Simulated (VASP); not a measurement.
Consider the following.

```yaml
crystal:
  lattice:
    - [0.00000, 2.11664, 2.11664]
    - [2.11664, 0.00000, 2.11664]
    - [2.11664, 2.11664, 0.00000]
  atoms:
    - { symbol: Ga, position: [0.00000, 0.00000, 0.00000] }
    - { symbol: N, position: [0.25000, 0.25000, 0.25000] }
```

These are LDA (Ceperley-Alder, Perdew-Zunger), VASP's LDA PAW potentials (set 64) (plane waves; VASP) values and carry that method's errors. Numerical set-up: 620 eV cut-off, 11×11×11 Γ-centred mesh, Gaussian smearing of 0.050 eV, potentials Ga_d N.

### Question
Predict the energy per atom (σ→0), pressure, band gap (on the k-mesh) with the smallest direct gap where there is one.

### Answer

```yaml
band gap (on the k-mesh): 2.96 eV
smallest direct gap (on the k-mesh): 2.96 eV
energy per atom (σ→0): -6.772 eV/atom
pressure: 44.89 GPa
```

The compound is GaN in the zinc blende structure, a metastable form; wurtzite is the usual one. It was relaxed first under an external pressure of 45 GPa.
